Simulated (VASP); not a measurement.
The system is HgTe (Coloradoite).

```
Hg Te
1.0
     0.00000    3.21450    3.21450
     3.21450    0.00000    3.21450
     3.21450    3.21450    0.00000
Hg Te
1 1
Direct
  0.00000 0.00000 0.00000
  0.25000 0.25000 0.25000
```

```yaml
Program: VASP 6.6.1
Task: relaxation of cell and atoms
Functional: PBEsol
Potentials_or_basis: VASP PAW PBE potentials, release 64 (Hg, Te)
Cutoff: 600 eV
k_mesh: 10 × 10 × 10
Occupations: gaussian, width 0.03 eV
Spin: no spin polarisation
```

At the start: pressure 1.9 GPa; volume 33.22 Å³/atom.

**Question.** Where does the relaxation end?

**Answer.** Over 3 steps the energy falls by 7.7 meV/atom and the volume is 34.58 Å³/atom (+4.1 %); space group F-43m (No. 216, to 0.05 Å).

Step by step:
| step | energy change (eV) | largest force (eV/Å) | pressure (GPa) | volume (Å³) |
| --- | --- | --- | --- | --- |
| 1 | 0.0000 | 0.0000 | 1.88 | 66.43 |
| 2 | -0.0133 | 0.0000 | -0.63 | 70.26 |
| 3 | -0.0155 | 0.0000 | 0.00 | 69.17 |

Final structure:
```xyz
2
Lattice="0.0000 3.2580 3.2580 3.2580 0.0000 3.2580 3.2580 3.2580 0.0000" Properties=species:S:1:pos:R:3 pbc="T T T"
Hg    0.0000    0.0000    0.0000
Te    1.6290    1.6290    1.6290
```

Caveat: the PAW data sets were made with another functional, which shifts forces and pressure a little.
